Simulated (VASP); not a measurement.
Input:

```
KCl
1.0
    0.00000     3.19102     3.19102
    3.19102     0.00000     3.19102
    3.19102     3.19102     0.00000
K Cl
1 1
Direct
  0.00000   0.00000   0.00000
  0.50000   0.50000   0.50000
```

These are HSEsol screened hybrid, VASP's PBE PAW potentials (set 64) (plane waves; VASP 6.6.1) values and carry that method's errors. Run with 520 eV cut-off, 6×6×6 Γ-centred mesh, Gaussian smearing of 0.050 eV, potentials K_sv Cl.

### Question
Give the stress tensor in GPa (positive for a compressed cell).

### Answer

```
-1.04   0.00   0.00
 0.00  -1.04   0.00
 0.00   0.00  -1.04
```
The pressure is its mean diagonal, -1.04 GPa.

The compound is KCl in the rock salt structure. It was relaxed first. The cell's shape comes from a PBE relaxation.
